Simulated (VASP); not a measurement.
## LaC (relaxed from the CsCl type structure, space group Pm-3m): computed properties

Method: PBE GGA, VASP's PBE PAW potentials (set 64) (plane waves; VASP).

| Quantity | Result |
|---|---|
| space group | Pm-3m (221) |
| cell | a = b = c = 3.281 Å, α = β = γ = 90.00° |
| volume per atom | 17.66 Å³/atom |
| band gap (over mesh and band path) | none (metal, semimetal or under 0.01 eV) |
| density | 7.10 g/cm³ |

LaC is modelled in the cubic space group Pm-3m (No. 221), the CsCl type structure, Pearson symbol cP2. Conventional cell: a = 3.281 Å, b = 3.281 Å, c = 3.281 Å, α = 90.00°, β = 90.00°, γ = 90.00°. La on 1a is coordinated by 8 C at 2.841 Å (cubic). C on 1b is surrounded by 8 La at 2.841 Å (cubic). (Neighbours: up to the widest gap in distance over summed covalent radii, below 1.35, at either atom; cation-cation and far metal-metal contacts left out.)

The structure was generated: LaC was put into the CsCl type type (Pm-3m), which need not be its known phase. It was relaxed first, which changed the volume by -29 %. Symmetry was kept, so distortions that lower it aren't found. The electron count is odd and the run is not spin-polarised, which forces a metal.
